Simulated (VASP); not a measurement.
Consider the following.

```
CELL_PARAMETERS angstrom
      3.98156     0.00000     0.00000
      0.00000     3.98156     0.00000
      0.00000     0.00000     3.98156
ATOMIC_POSITIONS crystal
  Sr 0.00000 0.00000 0.00000
  Ti 0.50000 0.50000 0.50000
  O  0.50000 0.00000 0.50000
  O  0.00000 0.50000 0.50000
  O  0.50000 0.50000 0.00000
```

Calculation: PBE GGA, VASP's PBE PAW potentials (set 64) (plane waves; VASP). Run with 400 eV cut-off, 8×8×8 Γ-centred mesh, Gaussian smearing of 0.010 eV, potentials Sr_sv Ti_sv O.

At this cut-off the stress carries a Pulay error, which pulls relaxed volumes low.

Question: Give the stress tensor in GPa (positive for a compressed cell).

Answer: 
```
-9.72   0.00   0.00
 0.00  -9.72   0.00
 0.00   0.00  -9.72
```
The pressure is its mean diagonal, -9.72 GPa.

The structure comes from a computed database's SrTiO3 entry; how it stands against other phases isn't given here. The cell was not relaxed at this level.
